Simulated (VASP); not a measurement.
Input of a VASP 6.6.1 run:

File INCAR:

```
PREC = Accurate
ENCUT = 600
EDIFF = 1E-6
ISMEAR = 0
SIGMA = 0.1
LREAL = False
LASPH = True
NELM = 100
ALGO = Normal
ISIF = 3
LWAVE = False
LCHARG = False
GGA = PE
IBRION = 2
NSW = 100
EDIFFG = -0.01
```

KPOINTS

```
Automatic mesh
0
Gamma
  10 10 10
```

The input POSCAR:

```
Sr3N
1.0
    5.3148663361      0.0000000000      0.0000000000
    0.0000000000      5.3148663361      0.0000000000
    0.0000000000      0.0000000000      5.3148663361
Sr N
3 1
Direct
    0.0000000000      0.0000000000      0.5000000000
    0.5000000000      0.0000000000      0.0000000000
    0.0000000000      0.5000000000      0.0000000000
    0.0000000000      0.0000000000      0.0000000000
```

Potentials or basis: VASP PAW PBE potentials, release 64 (Sr_sv, N).

The run is started by

```console
$ cat potpaw_PBE.64/Sr_sv/POTCAR potpaw_PBE.64/N/POTCAR > POTCAR
$ mpirun -np 1 vasp_std > vasp.out
```

Q: Estimate the space group after relaxing (to 0.05 Å).

A: Pm-3m (No. 221).

Q: Estimate the relaxed cell.

A: a = 5.322 Å, b = 5.322 Å, c = 5.322 Å, α = 90.00°, β = 90.00°, γ = 90.00°.

Q: Estimate the relaxed volume.

A: 37.68 Å³/atom.

Q: What does it give for the band gap on the k mesh?

A: None (metal or under the smearing width).

Final structure:
```yaml
crystal:
  lattice:
    - [5.32188, 0.00000, 0.00000]
    - [0.00000, 5.32188, 0.00000]
    - [0.00000, 0.00000, 5.32188]
  atoms:
    - { symbol: Sr, position: [0.00000, 0.00000, 0.50000] }
    - { symbol: Sr, position: [0.50000, 0.00000, 0.00000] }
    - { symbol: Sr, position: [0.00000, 0.50000, 0.00000] }
    - { symbol: N, position: [0.00000, 0.00000, 0.00000] }
```
